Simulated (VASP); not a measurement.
A convergence study with VASP on HfN (rock salt): one setting is varied, all else stays as given below, so the limit is that of these other settings. The cell's lengths are 1 % over those of the tabulated start and one atom is moved, so it is off equilibrium.

```
CELL_PARAMETERS angstrom
      0.00000     2.28260     2.28260
      2.28260     0.00000     2.28260
      2.28260     2.28260     0.00000
ATOMIC_POSITIONS crystal
  Hf 0.00000 0.00000 0.00000
  N  0.48673 0.51327 0.51327
```

These are LDA (Ceperley-Alder, Perdew-Zunger), VASP's LDA PAW potentials (set 64) (plane waves; VASP) values and carry that method's errors. The tightest run used: 1000 eV cut-off, 15×15×15 Γ-centred mesh, first-order Methfessel-Paxton smearing of 0.10 eV, potentials Hf_pv N.

```tsv
setting	E (eV/atom)	pressure (GPa)	largest force (eV/Å)	plane waves
ENCUT = 250	-11.8584	-58.30	0.575	222
ENCUT = 350	-11.8705	-26.29	0.583	364
ENCUT = 450	-11.8797	-18.58	0.594	533
```

These are the cheaper rows. Estimate the results at ENCUT = 1000, and how far the last row shown lies from them.

| quantity | tightest run | last row shown is off by |
|---|---|---|
| E (eV/atom) | -11.8811 | 0.0015 |
| pressure (GPa) | -17.70 | -0.89 |
| largest force (eV/Å) | 0.595 | -0.001 |

Left out are rungs that failed or repeat a setting and relaxations that didn't move; long series are thinned to 24 rows.

The compound is HfN in the rock salt structure. The cell was not relaxed at this level, it is distorted from the ideal structure. The electron count is odd and the run is not spin-polarised, which forces a metal.
